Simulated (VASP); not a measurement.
Here is the system:

```
Pt
1.0
    0.00000     1.96428     1.96428
    1.96428     0.00000     1.96428
    1.96428     1.96428     0.00000
Pt
1
Direct
  0.00000   0.00000   0.00000
```

These are vdW-DF-cx, VASP's PBE PAW potentials (set 64) (plane waves; VASP) values and carry that method's errors. Settings: 520 eV cut-off, Gaussian smearing of 0.050 eV, potentials Pt.

Q: Give the energies of bands 1 to 6 at the high-symmetry points, in eV from the Fermi level.

A: 
```json
[
 {"band": "1", "Γ": "-10.17", "X": "-7.01", "U": "-6.20", "L": "-7.27", "W": "-5.60"},
 {"band": "2", "Γ": "-3.74", "X": "-6.55", "U": "-5.41", "L": "-3.81", "W": "-4.50"},
 {"band": "3", "Γ": "-3.74", "X": "0.03", "U": "-2.82", "L": "-3.81", "W": "-4.50"},
 {"band": "4", "Γ": "-3.74", "X": "0.51", "U": "-1.28", "L": "-0.44", "W": "-1.97"},
 {"band": "5", "Γ": "-1.60", "X": "0.51", "U": "-0.15", "L": "0.06", "W": "0.51"},
 {"band": "6", "Γ": "-1.60", "X": "1.80", "U": "5.69", "L": "0.06", "W": "7.04"}
]
```

It has no gap at this level: it comes out as a metal or semimetal.

The compound is Pt in the fcc structure. It was relaxed first.
